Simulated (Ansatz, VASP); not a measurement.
# Cd3Te2Se in VASP and in Ansatz

```
Cd Te Se
1.0
     4.58282    0.00000    0.00000
    -2.29141    3.96884    0.00000
     0.00000    0.00000   11.21266
Cd Te Se
3 2 1
Direct
  0.00000 0.00000 0.00065
  0.33333 0.66667 0.65402
  0.66667 0.33333 0.34586
  0.33333 0.66667 0.90950
  0.00000 0.00000 0.25489
  0.66667 0.33333 0.58508
```

Alike in both runs: functional PBE; k mesh 6 × 6 × 2; occupations gaussian, width 0.1 eV; no spin polarisation.

Ansatz relaxed the structure, and its values are those at the end. VASP's run is a single point on that final structure, the one shown.

|  | VASP | Ansatz |
| --- | --- | --- |
| version | VASP 6.6.1 | Ansatz 0.2.0 |
| potentials or method | VASP PAW PBE potentials, release 64 (Cd, Te, Se) | scalar-relativistic, plane waves, PAW |
| plane-wave cutoff (eV) | 520 | 420 |
| valence electrons in the cell | 54 | 108 |

```csv
,VASP,Ansatz,Ansatz less VASP
gap on the k mesh at the Fermi level (eV),0.25,0.25,+0.004
least direct gap on the mesh (eV),0.25,0.25,+0.004
pressure (GPa),0.2,0.0,-0.14
rms of the force components (eV/Å),0.005,0.004,-0.0007
```

The functional is the same, so the differences come from potentials, cutoffs and numerics. The two sets of potentials don't hold the same shells in valence.

Caveats: spin-orbit coupling is left out, which moves the levels of the heavy elements.
